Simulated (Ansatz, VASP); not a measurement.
# TaN in two plane-wave programs, part 2 of 2

One calculation is typed for both programs; each brings its own data sets. How far apart do they land? The cell is taken from a series of runs on this material, whose earlier steps may have relaxed, scaled, displaced or heated it; both programs get it as it stands.

VASP 6.6.1 and Ansatz 0.2.0.

So far: Set-up; VASP: zone-centre phonons, LDA.

## 2. VASP: zone-centre phonons, LDA (continued)

Level of this step: LDA; plane waves and PAW (N, Ta_pv) (VASP).

Numbers of over 12 decimals in the logs are rounded to 6 here.

Parts of OUTCAR (step 2):

```text
ion  position               nearest neighbor table
   1  0.392  0.000  0.000-   6 2.05   4 2.17   4 2.17   5 2.17   5 2.17
   2  0.608  0.608  0.000-   6 2.05   5 2.17   5 2.17   4 2.17   4 2.17
   3  0.000  0.392  0.000-   6 2.05   5 2.17   5 2.17   4 2.17   4 2.17
   4  0.333  0.667  0.500-   1 2.17   1 2.17   3 2.17   3 2.17   2 2.17   2 2.17   5 3.01   5 3.01
                             5 3.01   6 3.35   6 3.35   6 3.35   6 3.35   6 3.35   6 3.35
   5  0.667  0.333  0.500-   3 2.17   3 2.17   1 2.17   1 2.17   2 2.17   2 2.17   4 3.01   4 3.01
                             4 3.01   6 3.35   6 3.35   6 3.35   6 3.35   6 3.35   6 3.35
   6  0.000  0.000  0.000-   2 2.05   3 2.05   1 2.05   4 3.35   5 3.35   4 3.35   5 3.35   4 3.35
                             4 3.35   5 3.35   5 3.35   5 3.35   5 3.35   4 3.35   4 3.35

  LATTYP: Found a hexagonal cell.
 ALAT       =     5.2198399600
 C/A-ratio  =     0.5572844206

 Subroutine GETGRP returns: Found 12 space group operations
 (whereof 12 operations were pure point group operations)

The static configuration has the point symmetry D_3h.

 Found     84 irreducible k-points:

   k-points           NKPTS =     84   k-points in BZ     NKDIM =     84   number of bands    NBANDS=     30

   dimension x,y,z NGX =    42 NGY =   42 NGZ =   24
   dimension x,y,z NGXF=    84 NGYF=   84 NGZF=   48

   ENCUT  =  600.0 eV  44.10 Ry    6.64 a.u.  10.43 10.43  5.81*2*pi/ulx,y,z

   NELECT =      48.0000    total number of electrons

 k-points in reciprocal lattice and weights: Automatic mesh
   0.00000000  0.00000000  0.00000000       0.001
   0.11111111  0.00000000  0.00000000       0.006
   0.22222222 -0.00000000  0.00000000       0.006
   0.33333333  0.00000000  0.00000000       0.006
   0.44444444 -0.00000000  0.00000000       0.006
   0.11111111  0.11111111  0.00000000       0.006
   0.22222222  0.11111111  0.00000000       0.012
   0.33333333  0.11111111  0.00000000       0.012
   0.44444444  0.11111111  0.00000000       0.006
[...]
-----------------------------------------------------------------------------------
    total drift:                               -0.000000     -0.000000     -0.000000

 Eigenvectors and eigenvalues of the dynamical matrix
 ----------------------------------------------------

   1 f  =   20.188955 THz   126.850942 2PiTHz  673.431035 cm-1    83.494769 meV
             X         Y         Z           dx          dy          dz
      2.045083  0.000000  0.000000    -0.000000    0.577350   -0.000000
      1.587378  2.749420  0.000000     0.500000   -0.288675    0.000000
     -1.022542  1.771094  0.000000    -0.500000   -0.288675    0.000000
     -0.000000  3.013676  1.454468    -0.000000   -0.000000    0.000000
      2.609920  1.506838  1.454468     0.000000   -0.000000   -0.000000
      0.000000  0.000000  0.000000    -0.000000   -0.000000    0.000000

   2 f  =   19.110955 THz   120.077674 2PiTHz  637.472855 cm-1    79.036525 meV
             X         Y         Z           dx          dy          dz
      2.045083  0.000000  0.000000    -0.789084    0.000001   -0.000000
      1.587378  2.749420  0.000000    -0.096568   -0.399831    0.000000
     -1.022542  1.771094  0.000000    -0.096562    0.399822    0.000000
     -0.000000  3.013676  1.454468     0.043391   -0.015213    0.000000
      2.609920  1.506838  1.454468     0.043391    0.015214   -0.000000
      0.000000  0.000000  0.000000     0.186402    0.000002   -0.000000

   3 f  =   19.110955 THz   120.077674 2PiTHz  637.472855 cm-1    79.036525 meV
             X         Y         Z           dx          dy          dz
      2.045083  0.000000  0.000000     0.000006    0.134275   -0.000000
      1.587378  2.749420  0.000000    -0.399825   -0.558241   -0.000000
     -1.022542  1.771094  0.000000     0.399827   -0.558248    0.000000
     -0.000000  3.013676  1.454468     0.015213    0.043391    0.000000
      2.609920  1.506838  1.454468    -0.015214    0.043391    0.000000
      0.000000  0.000000  0.000000    -0.000002    0.186402    0.000000

   4 f  =   18.306764 THz   115.024791 2PiTHz  610.647920 cm-1    75.710659 meV
             X         Y         Z           dx          dy          dz
      2.045083  0.000000  0.000000    -0.577350   -0.000000    0.000000
      1.587378  2.749420  0.000000     0.288675    0.500000   -0.000000
     -1.022542  1.771094  0.000000     0.288675   -0.500000   -0.000000
     -0.000000  3.013676  1.454468    -0.000000    0.000000    0.000000
      2.609920  1.506838  1.454468    -0.000000   -0.000000   -0.000000
      0.000000  0.000000  0.000000    -0.000000    0.000000    0.000000

   5 f  =   17.239347 THz   108.318014 2PiTHz  575.042728 cm-1    71.296180 meV
             X         Y         Z           dx          dy          dz
      2.045083  0.000000  0.000000    -0.110362    0.000014   -0.000000
      1.587378  2.749420  0.000000    -0.618625    0.293448    0.000000
     -1.022542  1.771094  0.000000    -0.618615   -0.293438    0.000000
     -0.000000  3.013676  1.454468     0.143254    0.026259    0.000000
      2.609920  1.506838  1.454468     0.143253   -0.026264   -0.000000
      0.000000  0.000000  0.000000     0.088308   -0.000002   -0.000000

   6 f  =   17.239347 THz   108.318014 2PiTHz  575.042728 cm-1    71.296180 meV
             X         Y         Z           dx          dy          dz
      2.045083  0.000000  0.000000     0.000002    0.788039   -0.000000
      1.587378  2.749420  0.000000    -0.293432    0.279776   -0.000000
     -1.022542  1.771094  0.000000     0.293454    0.279787    0.000000
     -0.000000  3.013676  1.454468     0.026259   -0.143254   -0.000000
      2.609920  1.506838  1.454468    -0.026264   -0.143253   -0.000000
      0.000000  0.000000  0.000000    -0.000002   -0.088308   -0.000000

   7 f  =   17.065423 THz   107.225215 2PiTHz  569.241238 cm-1    70.576887 meV
             X         Y         Z           dx          dy          dz
      2.045083  0.000000  0.000000     0.000000   -0.000000    0.554728
      1.587378  2.749420  0.000000     0.000000   -0.000000    0.554728
     -1.022542  1.771094  0.000000    -0.000000   -0.000000    0.554728
     -0.000000  3.013676  1.454468    -0.000000    0.000000   -0.184242
      2.609920  1.506838  1.454468     0.000000    0.000000   -0.184242
      0.000000  0.000000  0.000000     0.000000   -0.000000   -0.094556

   8 f  =   16.600799 THz   104.305894 2PiTHz  553.743039 cm-1    68.655356 meV
             X         Y         Z           dx          dy          dz
      2.045083  0.000000  0.000000    -0.000000    0.000000    0.439595
      1.587378  2.749420  0.000000    -0.000000    0.000000    0.376077
     -1.022542  1.771094  0.000000     0.000000    0.000000   -0.815673
     -0.000000  3.013676  1.454468     0.000000    0.000000    0.000000
      2.609920  1.506838  1.454468     0.000000   -0.000000    0.000000
      0.000000  0.000000  0.000000     0.000000    0.000000    0.000000

   9 f  =   16.600799 THz   104.305894 2PiTHz  553.743039 cm-1    68.655356 meV
             X         Y         Z           dx          dy          dz
      2.045083  0.000000  0.000000    -0.000000   -0.000000    0.688057
      1.587378  2.749420  0.000000    -0.000000   -0.000000   -0.724729
     -1.022542  1.771094  0.000000    -0.000000   -0.000000    0.036672
     -0.000000  3.013676  1.454468     0.000000    0.000000   -0.000000
      2.609920  1.506838  1.454468     0.000000   -0.000000   -0.000000
      0.000000  0.000000  0.000000     0.000000    0.000000   -0.000000

  10 f  =    6.650252 THz    41.784767 2PiTHz  221.828539 cm-1    27.503221 meV
             X         Y         Z           dx          dy          dz
      2.045083  0.000000  0.000000    -0.000000    0.021698   -0.000000
      1.587378  2.749420  0.000000    -0.007563    0.008601    0.000000
     -1.022542  1.771094  0.000000     0.007561    0.008600   -0.000000
     -0.000000  3.013676  1.454468    -0.693319   -0.083015   -0.000000
      2.609920  1.506838  1.454468     0.693326   -0.082954    0.000000
      0.000000  0.000000  0.000000    -0.000007    0.155247   -0.000000

  11 f  =    6.650252 THz    41.784767 2PiTHz  221.828539 cm-1    27.503221 meV
             X         Y         Z           dx          dy          dz
      2.045083  0.000000  0.000000    -0.004234   -0.000001    0.000000
      1.587378  2.749420  0.000000    -0.017332    0.007562    0.000000
     -1.022542  1.771094  0.000000    -0.017333   -0.007563   -0.000000
     -0.000000  3.013676  1.454468     0.083015   -0.693319    0.000000
      2.609920  1.506838  1.454468     0.082954    0.693326   -0.000000
      0.000000  0.000000  0.000000    -0.155247   -0.000007   -0.000000

  12 f  =    5.532366 THz    34.760880 2PiTHz  184.539864 cm-1    22.880017 meV
             X         Y         Z           dx          dy          dz
      2.045083  0.000000  0.000000    -0.088736    0.000007    0.000000
      1.587378  2.749420  0.000000     0.020430   -0.063038    0.000000
     -1.022542  1.771094  0.000000     0.020446    0.063025    0.000000
     -0.000000  3.013676  1.454468     0.401747    0.135634    0.000000
      2.609920  1.506838  1.454468     0.401782   -0.135531   -0.000000
      0.000000  0.000000  0.000000    -0.789779   -0.000101   -0.000000

  13 f  =    5.532366 THz    34.760880 2PiTHz  184.539864 cm-1    22.880017 meV
             X         Y         Z           dx          dy          dz
      2.045083  0.000000  0.000000     0.000011    0.056829    0.000000
      1.587378  2.749420  0.000000    -0.063034   -0.052336    0.000000
     -1.022542  1.771094  0.000000     0.063029   -0.052353   -0.000000
     -0.000000  3.013676  1.454468    -0.135634    0.401747    0.000000
      2.609920  1.506838  1.454468     0.135531    0.401782   -0.000000
      0.000000  0.000000  0.000000     0.000101   -0.789779   -0.000000
    [... 43 further lines ...]
      2.609920  1.506838  1.454468     0.551524   -0.071524    0.000000
      0.000000  0.000000  0.000000     0.551791   -0.071629    0.000000

 ELASTIC MODULI CONTR FROM IONIC RELAXATION (kBar)
 Direction    XX          YY          ZZ          XY          YZ          ZX
 --------------------------------------------------------------------------------
 XX        -417.5092     89.7217     17.3914     -0.0000     -0.0000     -0.0000
 YY          89.7217   -417.5092     17.3914      0.0000      0.0000     -0.0000
 ZZ          17.3914     17.3914     -1.8455     -0.0000      0.0000      0.0000
 XY          -0.0000      0.0000     -0.0000   -253.6176      0.0000     -0.0000
 YZ          -0.0000      0.0000      0.0000      0.0000    -21.9283      0.0000
 ZX          -0.0000     -0.0000      0.0000     -0.0000      0.0000    -16.3502
 --------------------------------------------------------------------------------
```

## 3. Ansatz: zone-centre phonons, LDA

Ansatz runs on its PAW soft_1 files.

The same cell, functional (in two slightly different forms), mesh and smearing now go to Ansatz, which takes its cutoff from its data sets.

File input.yaml:

```yaml
crystal:
  lattice:
    - [5.21983996, 0.0, 0.0]
    - [-2.60991998, 4.520514009, 0.0]
    - [0.0, 0.0, 2.9089354879]
  atoms:
    - { symbol: "N", position: [0.3917903649, 0.0, 0.0] }
    - { symbol: "N", position: [0.6082096351, 0.6082096351, 0.0] }
    - { symbol: "N", position: [0.0, 0.3917903649, 0.0] }
    - { symbol: Ta, position: [0.3333333333, 0.6666666667, 0.5] }
    - { symbol: Ta, position: [0.6666666667, 0.3333333333, 0.5] }
    - { symbol: Ta, position: [0.0, 0.0, 0.0] }
kpoints:
  mp_grid: { grid: [9, 9, 12] }
hamiltonian:
  xc: lda
  pseudopotentials: { kind: paw, azcp: { folder: soft_1 }, xc_functional: pbe }
scf:
  occupations: { method: methfessel_paxton, width: 0.2 }
output:
  eigenvalues: true
phonons:
  method: dfpt
```

The run is started by

```sh
> ansatz run input.yaml --threads 4 --pin off --max-ram 16384MiB --backend cpu --events-out ev --progress --plain --runs-dir out
```

Output:

```text
zone centre: on kpoints.mp_grid the ground state, and the responses unless they are solved on pairs of k-points, stand on 287 of the mesh's 972 k-points, reduced under 2 symmetry operations, with k and −k counted as one. Each operation leaves every solved displacement unchanged or reverses it
Engine: ansatz 0.2.0, aarch64-unknown-linux-gnu
Pseudopotentials: kind: paw
Pseudopotential: N, paw, valence charge 5, recommended cutoff 420 eV (normal), soft_1/N.paw.azcp
Pseudopotential: Ta, paw, valence charge 13, recommended cutoff 420 eV (normal), soft_1/Ta.paw.azcp
Functional definition: SPW92
  exchange = slater_x
  correlation = pw_c
Crystal: 6 atoms, lattice volume = 68.640 Å³
Basis set: ecut = 420 eV, 1299 PW (Γ), exchange–correlation on 72×72×40 points (8 copies of the dense FFT grid, shifted against one another)
Bands: 33, of which v1, the nominal top of the filled ones, is band 27 counted from 1 (26 counted from 0)
Symmetry: 12 space group operations
k-points: 287 of 972 (irreducible under 2 space group operations, time reversal used)
Non-local potential: N, projectors of the file, l = 0: 2, l = 1: 2, l = 2: 1
Non-local potential: Ta, projectors of the file, l = 0: 3, l = 1: 2, l = 2: 2, l = 3: 1
PAW form: soft (Blöchl's): semilocal exchange-correlation on the pseudo side does not see the compensation charge
PAW frozen core: N, regenerated for the run's functional, and the local potential with it (the file was generated under x = pbe(κ = 0.804, μ = 0.219515), c = pbe(β = 0.066725))
PAW frozen core: Ta, regenerated for the run's functional, and the local potential with it (the file was generated under x = pbe(κ = 0.804, μ = 0.219515), c = pbe(β = 0.066725))
PAW one-centre angular grid: N, 110 points (default); XC on 64 Gauss nodes
PAW one-centre angular grid: Ta, 590 points (default); XC on 64 Gauss nodes
Initial density: superposition of atomic densities (chi_scale 0.1, normalization cell, long waves kept (reshape's long-wave potential 0.01 eV rms))
Initial wavefunctions: pseudopotential atomic-orbital guess
Functional: x = slater, c = lda
SCF iter   1: F=—  HF=-30180.784548 eV  |F-HF|=—  |Δ(HF+E_count)|=         —  Δρ=6.40e-2  dr2=3.64e0  ethr=3.10e-3  ⟨swp⟩=4.5  Hψ=36893  notcnv=0
preconditioner: auto → Kerker (q_TF=auto, 2.621 Å⁻¹)  [metal: Δε(μ)=0.120 eV  Ē_g=9.743 eV  σ=0.200 eV  W_gap=0.48  n_scr=26 (ndim 8)  ℏωp=24.5 eV  f_vac=0.000  D(μ)=0.21/eV (n_scr^D=0)]
SCF iter   2: F=—  HF=-30180.107446 eV  |F-HF|=—  |Δ(HF+E_count)|=   6.77e-1  S|Δr|=    0.00e0  Δρ=3.11e-2  dr2=4.93e-1  ethr=3.10e-3  ⟨swp⟩=2.0  Hψ=16756  notcnv=0  defer=302
SCF iter   3: F=—  HF=-30180.026967 eV  |F-HF|=—  |Δ(HF+E_count)|=   8.05e-2  S|Δr|=    0.00e0  Δρ=1.25e-2  dr2=7.18e-2  ethr=9.13e-4  ⟨swp⟩=1.5  Hψ=9408  notcnv=0  defer=302
SCF iter   4: F=—  HF=-30180.012202 eV  |F-HF|=—  |Δ(HF+E_count)|=   1.48e-2  S|Δr|=    0.00e0  Δρ=2.40e-3  dr2=4.53e-3  ethr=1.33e-4  ⟨swp⟩=2.4  Hψ=13256  notcnv=0  defer=290
SCF iter   5: F=—  HF=-30180.011294 eV  |F-HF|=—  |Δ(HF+E_count)|=   9.07e-4  S|Δr|=    0.00e0  Δρ=8.05e-4  dr2=4.59e-4  ethr=8.40e-6  ⟨swp⟩=2.0  Hψ=9974  notcnv=0  defer=290
SCF iter   6: F=—  HF=-30180.011165 eV  |F-HF|=—  |Δ(HF+E_count)|=   1.29e-4  S|Δr|=    0.00e0  Δρ=1.43e-4  dr2=1.69e-5  ethr=8.50e-7  ⟨swp⟩=2.4  Hψ=13418  notcnv=0  defer=284
SCF iter   7: F=—  HF=-30180.011162 eV  |F-HF|=—  |Δ(HF+E_count)|=   3.07e-6  S|Δr|=    0.00e0  Δρ=2.57e-5  dr2=4.53e-7  ethr=3.13e-8  ⟨swp⟩=2.0  Hψ=13433  notcnv=0  defer=284
SCF iter   8: F=—  HF=-30180.011166 eV  |F-HF|=—  |Δ(HF+E_count)|=   3.91e-6  S|Δr|=    0.00e0  Δρ=4.58e-6  dr2=1.49e-8  ethr=8.38e-10  ⟨swp⟩=2.0  Hψ=13723  notcnv=0  defer=284
SCF iter   9: F=—  HF=-30180.011166 eV  |F-HF|=—  |Δ(HF+E_count)|=   2.99e-9  S|Δr|=    0.00e0  Δρ=6.71e-7  dr2=3.36e-10  ethr=2.77e-11  ⟨swp⟩=2.0  Hψ=12732  notcnv=0  defer=284
SCF iter  10: F=-30180.011166 eV  HF=-30180.011166 eV  |F-HF|=3.64e-12  |Δ(HF+E_count)|=  2.55e-11  S|Δr|=    0.00e0  Δρ=9.90e-8  dr2=5.32e-12  ethr=1.00e-12  ⟨swp⟩=9.1  Hψ=54702  notcnv=0
the search or the solves at the SCF's close seem to have found levels that the self-consistency loop had missed (the run counts 3). By its estimate they hold under 1e-12 electrons; where the run keeps them, the occupations were computed again with them
SCF 1 converged in 10 iterations: F = -30180.011166 eV  dr2 = 5.32e-12
  greatest PAW one-centre occupation: 0.999 electrons in one spin orbital (limit 2), on the Ta atom at site 5 (counted from 0), in its partial waves of l = 0
DFPT response loops at Γ: preconditioner auto → Kerker (q_TF=auto, 2.621 Å⁻¹) (partly filled bands, converged f_vac=0.000); β = 1.00, the filter's whole step (`scf.mixing.beta` (0.50) is not read by the response loops under this deck's `scf.mixing.preconditioner`; to damp them name `kerker` or `kerker_dos`, under which they read `scf.mixing.beta`, and type it under 1.00, their step now; both keys bind the ground state too); Broyden in place of MSR1
SCF converged after 10 iterations
Stability not checked: this state was not tested for a lower state beside it, because cold or Methfessel-Paxton smearing, or corrected tetrahedra, fill the levels in a way that the test cannot read (fill_not_monotonic; see scf.lower_state_search)
Free energy (F): -30180.011166 eV
Harris-Foulkes:  -30180.011166 eV  (|F-HF|=3.64e-12)
Internal energy: -30180.014317 eV  (E = F + TS)
E sigma→0 (E₀):  -30180.011954 eV
Entropy (-TS):   0.003151 eV (0.525 meV/atom)
Fermi energy:    19.144781 eV
Step filling:    the computed levels leave a gap of 0.1366 eV = 0.7 smearing widths at the electron count; against every level under it full and every level over it empty, smearing changes F+E_penalty+E_count by +1.947 meV and its σ→0 estimate by +1.159 meV
--- Per-component energies (eV) ---
  E_band       = -249.468326
  E_kinetic    = 1566.334648
  E_local      = -2025.819073  (includes V_loc(G=0)·N_el)
  E_nonlocal   = 91.392299
  E_hartree    = 716.852795
  E_xc         = -1133.232327
  E_vxc        = -928.632319  (∫ρ·V_xc dr)
  E_paw        = -24529.900478  (= ΣΔE_a)
  E_vpaw       = -386.452208  (= ΣTr[D̂ρ^β])
  E_aug_tail   = 0.002722  (compensation charges beyond the density's cutoff)
  E_ewald      = -4866.662027
  E_core_change = 1.017123  (= ΣΔE_core)
  E_smearing   = 0.003151  (= −TS)
  E_closure    = 0.000000  (closes the sum)
  Σ components = -30180.011166   (vs F -30180.011166, Δ=0.00e0)
--- Band table (eV; the first three rows and the last of 287) ---
  k-point 0: bands = [... 23 lower, 14.8655, 15.7942, 17.1113, 18.1340, 18.1340, 19.6466, 19.6466, 20.7499, ... 2 higher]
  k-point 1: bands = [... 23 lower, 14.4553, 16.0425, 17.4642, 17.8164, 17.8164, 20.0451, 20.0451, 20.8653, ... 2 higher]
  k-point 2: bands = [... 23 lower, 13.8628, 16.7834, 17.4286, 17.4286, 18.2765, 20.4740, 20.4740, 20.9853, ... 2 higher]
  k-point 286: bands = [... 23 lower, 15.0429, 15.9345, 17.0214, 18.0588, 20.1496, 20.6053, 21.7909, 21.8197, ... 2 higher]
--- Phonons (Γ-DFPT): 7 representative perturbations + reference, on 287 of 972 k-points (Σ response iterations 22) ---
  k mesh reduced under 2 symmetry operations, with k and −k counted as one. Each operation leaves every solved displacement unchanged or reverses it
  ASR residual: 4.977e-5 → 0.000e0 eV/Å²; symmetrization residual: 4.585e-6 eV/Å²
  ASR residual per site (eV/Å²): 2.92e-5 2.73e-5 2.73e-5 4.98e-5 4.98e-5 3.92e-5
  Γ frequencies (cm⁻¹): 0.00 0.00 0.00 145.41 178.46 184.08 184.08 221.13 221.13 549.70 549.70 566.24 570.33 570.33 605.52 632.85 632.85 669.23
  non-analytic LO–TO correction: not included (Born effective charges unavailable; polar crystals: no LO–TO splitting at Γ)
```

Reading the cycles: dr2 is the Hartree energy of the density residual (eV), the measure of convergence; HF is the Harris–Foulkes estimate of the energy, which meets the free energy F at convergence.

## 4. Side by side

Known differences besides the potentials themselves: the two LDA forms differ slightly; the data sets hold 54 valence electrons in Ansatz (on its PAW soft_1 files) and 48 in VASP; the cutoff is 420 eV in Ansatz and 600 eV in VASP; VASP's log shows a relativistic correction to its local exchange, Ansatz's none. Total energies have different zeros and are not compared.

The two programs side by side:

```tsv
quantity	Ansatz	VASP	difference
optical mode 1 (cm⁻¹)	145.4	145.3	+0.06 %
optical mode 2 (cm⁻¹)	178.5	179.7	-0.71 %
optical mode 3 to 4 (cm⁻¹)	184.1	184.5	-0.25 %
optical mode 5 to 6 (cm⁻¹)	221.1	221.8	-0.31 %
optical mode 7 to 8 (cm⁻¹)	549.7	553.7	-0.73 %
optical mode 9 (cm⁻¹)	566.2	569.2	-0.53 %
optical mode 10 to 11 (cm⁻¹)	570.3	575.0	-0.82 %
optical mode 12 (cm⁻¹)	605.5	610.6	-0.84 %
optical mode 13 to 14 (cm⁻¹)	632.9	637.5	-0.73 %
optical mode 15 (cm⁻¹)	669.2	673.4	-0.62 %
```

Modes are paired by rising frequency, not by their patterns, so a pair may set unlike modes beside each other; they are those without the splitting of longitudinal modes.

## 5. Results

```
r.m.s. difference of the optical zone-centre modes, each program's sorted by frequency (zone-centre phonons, LDA) : 3.4 cm⁻¹
difference in optical mode 12 (zone-centre phonons, LDA)                                                          : -0.8 %
```

**Reading.** The r.m.s. difference of the optical zone-centre modes, each program's sorted by frequency is 3.4 cm⁻¹ (zone-centre phonons, LDA). The data sets hold unlike numbers of valence electrons (54 in Ansatz and 48 in VASP), so part of the differences comes from the potentials. Among the rows given in per cent, the largest difference of the zone-centre phonons, LDA pair is in optical mode 12, -0.8 %. How closely two codes agree says nothing of how well the functional describes the real material.

[Lines on the potential files, build, host, timing and source positions are cut from VASP's logs without a mark.]

[Logs are printed without paths, hosts, clocks, repeated set-up lines and the standing remarks that a program may print on its own settings, such as how far it seeks lower states.]

[Hosts, paths, dates, database ids (printed as entryN), source tags and the programs' standing remarks are cut or masked in the printed files.]
